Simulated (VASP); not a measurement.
GaP (zinc blende): the lattice constant a from VASP (plane waves, PAW) at several levels of theory. Static lattice.

| level | lattice constant a (Å) | error against measurement |
|---|---|---|
| LDA | 5.394 | -0.8 % |
| PBE | 5.506 | +1.2 % |
| PBEsol | 5.438 | -0.0 % |
| SCAN | 5.445 | +0.1 % |
| r2SCAN | 5.451 | +0.2 % |
| HSEsol | 5.418 | -0.4 % |

Measured: 5.439 Å at 0 K (as given by Daniel Mejia-Rodriguez et al., Physical Review B (2018), arXiv:1807.09216; static lattice: zero-point anharmonic expansion removed).

The cell of the LDA run:

```xyz
2
Lattice="0.0000 2.6970 2.6970 2.6970 0.0000 2.6970 2.6970 2.6970 0.0000" Properties=species:S:1:pos:R:3 pbc="T T T"
Ga     0.0000     0.0000     0.0000
P      1.3485     1.3485     1.3485
```

Only levels that ran to the end are used. Left out are those held back, those with too coarse a band path, GW runs whose mesh misses a band edge, hybrids' fits of cells that aren't cubic and levels without matching references; a question may draw on a part of the rest.

The compound is GaP in the zinc blende structure.
